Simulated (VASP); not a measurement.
Input:

```yaml
crystal:
  lattice:
    - [2.09486, -3.62841, 0.00000]
    - [2.09486, 3.62841, 0.00000]
    - [0.00000, 0.00000, 5.12717]
  atoms:
    - { symbol: Se, position: [0.00000, 0.23783, 0.66667] }
    - { symbol: Se, position: [0.76217, 0.76217, 0.00000] }
    - { symbol: Se, position: [0.23783, 0.00000, 0.33333] }
```

Computed with PBE GGA with D3 dispersion (zero damping), VASP's PBE PAW potentials (set 64) (plane waves; VASP). Run with 520 eV cut-off, Gaussian smearing of 0.050 eV, potentials Se.

### Question
Give the energies of bands 4 to 12 at the high-symmetry points, in eV from the valence-band maximum.

### Answer

| band | Γ | M | K | A | L | H |
|---|---|---|---|---|---|---|
| 4 | -3.59 | -5.25 | -5.01 | -4.66 | -6.00 | -5.71 |
| 5 | -3.55 | -4.75 | -5.01 | -3.12 | -4.31 | -5.11 |
| 6 | -3.55 | -3.54 | -2.99 | -3.12 | -4.14 | -5.11 |
| 7 | -1.86 | -3.21 | -2.99 | -1.39 | -2.14 | -1.13 |
| 8 | -1.86 | -1.57 | -2.80 | -1.39 | -1.67 | -0.10 |
| 9 | -0.44 | -0.99 | -2.04 | -1.28 | -0.07 | -0.10 |
| 10 | 1.55 | 1.62 | 3.09 | 1.04 | 1.36 | 0.60 |
| 11 | 1.55 | 1.96 | 3.09 | 1.09 | 2.60 | 2.41 |
| 12 | 2.09 | 4.09 | 3.66 | 1.09 | 2.83 | 2.41 |

The gap is indirect, 0.60 eV, from the valence maximum at L-H at 0.67 to the conduction minimum at H.

The compound is Se in the trig structure. It was relaxed first.
